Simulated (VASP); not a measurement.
Method: PBEsol GGA, VASP's PBE PAW potentials (set 64) (plane waves; VASP).

A VASP calculation is set up with these files.

**INCAR**
```
SYSTEM = LiF
PREC = Accurate
ENCUT = 620
EDIFF = 1E-6
NELM = 100
ALGO = Normal
LREAL = .FALSE.
LASPH = .TRUE.
ISMEAR = 0
SIGMA = 0.05
GGA = PS
LWAVE = .FALSE.
LCHARG = .FALSE.
IBRION = 2
ISIF = 3
NSW = 40
EDIFFG = -0.02
PSTRESS = 50
```

File POSCAR:
```
LiF
1
    0.0000000000     1.9612087296     1.9612087296
    1.9612087296     0.0000000000     1.9612087296
    1.9612087296     1.9612087296     0.0000000000
Li F
1 1
Direct
  0.0000000000   0.0000000000   0.0000000000
  0.5000000000   0.5000000000   0.5000000000
```

**KPOINTS**
```
Automatic mesh
0
G
  12 12 12
```

POTCAR, in this order: Li_sv F (PBE.64 set). Program: vasp_std.

What VASP printed:

### OSZICAR
```
       N       E                     dE             d eps       ncg     rms          rms(c)
DAV:   1     0.390421988922E+02    0.39042E+02   -0.64807E+03  1328   0.131E+03
DAV:   2    -0.892757482327E+01   -0.47970E+02   -0.47366E+02  1402   0.230E+02
DAV:   3    -0.102470390297E+02   -0.13195E+01   -0.13170E+01  1684   0.367E+01
DAV:   4    -0.102632201993E+02   -0.16181E-01   -0.16167E-01  1653   0.431E+00
DAV:   5    -0.102634697805E+02   -0.24958E-03   -0.24956E-03  1715   0.334E-01    0.406E+00
DAV:   6    -0.983811333123E+01    0.42536E+00   -0.21360E+00  1329   0.117E+01    0.136E+00
DAV:   7    -0.983602509852E+01    0.20882E-02   -0.18536E-02  1775   0.155E+00    0.825E-01
DAV:   8    -0.983810351056E+01   -0.20784E-02   -0.12016E-02  1783   0.154E+00    0.934E-02
DAV:   9    -0.983816271350E+01   -0.59203E-04   -0.90928E-04  1412   0.344E-01    0.413E-02
DAV:  10    -0.983819571456E+01   -0.33001E-04   -0.10683E-04  1449   0.103E-01    0.579E-03
DAV:  11    -0.983819617239E+01   -0.45783E-06   -0.23337E-06  1663   0.208E-02
   1 F= -.93673697E+01 E0= -.93673697E+01  d E =-.936737E+01
```

### OUTCAR
```
------------------------ aborting loop because EDIFF is reached ----------------------------------------
  FORCE on cell =-STRESS in cart. coord.  units (eV):
  Direction    XX          YY          ZZ          XY          YZ          ZX
  --------------------------------------------------------------------------------------
  Total        0.4535547      0.4535547      0.4535547     -0.0000000      0.0000000      0.0000000
  in kB       48.1657991     48.1657991     48.1657991     -0.0000000      0.0000000      0.0000000
  external PRESSURE =      -1.8342009 kB  Pullay stress =      50.0000000 kB
  volume of cell :       15.09
      direct lattice vectors                 reciprocal lattice vectors
     0.000000000  1.961208730  1.961208730    -0.254944817  0.254944817  0.254944817
     1.961208730  0.000000000  1.961208730     0.254944817 -0.254944817  0.254944817
     1.961208730  1.961208730  0.000000000     0.254944817  0.254944817 -0.254944817
  FREE ENERGIE OF THE ION-ELECTRON SYSTEM (eV)
  ---------------------------------------------------
  free  energy   TOTEN  =        -9.8381961724 eV

  energy  without entropy=       -9.8381961724  energy(sigma->0) =       -9.83819617
  enthalpy is  TOTEN    =        -9.3673697028 eV   P V=        0.4708264696

 reached required accuracy - stopping structural energy minimisation
```
(Selected blocks of OUTCAR.)

The compound is LiF in the rock salt structure. It was relaxed first under an external pressure of 5 GPa.
